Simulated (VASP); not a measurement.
OSZICAR of a VASP run on CoGa (CsCl type):

OSZICAR:
```
       N       E                     dE             d eps       ncg     rms          rms(c)
DAV:   1     0.138465981874E+03    0.13847E+03   -0.84222E+03  3566   0.225E+03
DAV:   2     0.402094467441E+01   -0.13445E+03   -0.12830E+03  3426   0.441E+02
DAV:   3    -0.110542496282E+02   -0.15075E+02   -0.14700E+02  3704   0.137E+02
DAV:   4    -0.114366642203E+02   -0.38241E+00   -0.38169E+00  3950   0.253E+01
DAV:   5    -0.114525427465E+02   -0.15879E-01   -0.15877E-01  5068   0.427E+00    0.933E+00
DAV:   6    -0.128774764667E+02   -0.14249E+01   -0.13871E+01  3814   0.654E+01    0.132E+01
DAV:   7    -0.104539704455E+02    0.24235E+01   -0.83221E+00  3728   0.505E+01    0.146E+00
DAV:   8    -0.104601499784E+02   -0.61795E-02   -0.38957E-01  3840   0.595E+00    0.811E-01
DAV:   9    -0.104515232080E+02    0.86268E-02   -0.26696E-02  4006   0.302E+00    0.195E-01
DAV:  10    -0.104513950271E+02    0.12818E-03   -0.18660E-03  4120   0.541E-01    0.104E-01
DAV:  11    -0.104513395485E+02    0.55479E-04   -0.11071E-04  5390   0.140E-01    0.610E-02
DAV:  12    -0.104513301949E+02    0.93536E-05   -0.66054E-05  4132   0.145E-01    0.118E-02
DAV:  13    -0.104513294076E+02    0.78731E-06   -0.89583E-06  3430   0.475E-02
   1 F= -.10451329E+02 E0= -.10451549E+02  d E =0.660110E-03  mag=     0.0000    -0.0000     0.0000
```

Which electronic solver shows in the log?

It is blocked Davidson (ALGO = Normal, or the opening steps of other solvers). The INCAR had ALGO = Normal.

How was spin treated?

With non-collinear spinors: mag has three components.

Can the final energy be trusted as converged?

The calculation finished and met its thresholds. It stopped with EDIFF = 1E-6, NELM = 100 (PBE GGA with spin-orbit coupling, plane waves, VASP's PBE PAW potentials (set 64)).

The compound is CoGa in the CsCl type structure. The cell was not relaxed at this level. The run is one of a series of settings (GGA_COMPAT = .FALSE., LSORBIT = .TRUE., MAGMOM = 0 0 0 0 0 0, program vasp_ncl against the base run), some of them coarse on purpose.
